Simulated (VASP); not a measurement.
Here is the system:

```xyz
1
Lattice="0.0000 1.8091 1.8091 1.8091 0.0000 1.8091 1.8091 1.8091 0.0000" Properties=species:S:1:pos:R:3 pbc="T T T"
Cu     0.0000     0.0000     0.0000
```

All values below come from r2SCAN meta-GGA, VASP's PBE PAW potentials (set 64) (plane waves; VASP). Run with 520 eV cut-off, 17×17×17 Γ-centred mesh, first-order Methfessel-Paxton smearing of 0.10 eV, potentials Cu.

Q: Predict the energy per atom (σ→0), pressure, band gap (on the k-mesh) with the smallest direct gap where there is one.

A: 
| Property | Value |
|---|---|
| band gap (on the k-mesh) | none (metal, semimetal or under 0.01 eV) |
| energy per atom (σ→0) | -10.820 eV/atom |
| pressure | -4.78 GPa |

Only differences to runs with the same potentials and settings are physical.

The compound is Cu in the fcc structure. This cell is one point of a volume scan, at 1.03 of the reference volume.
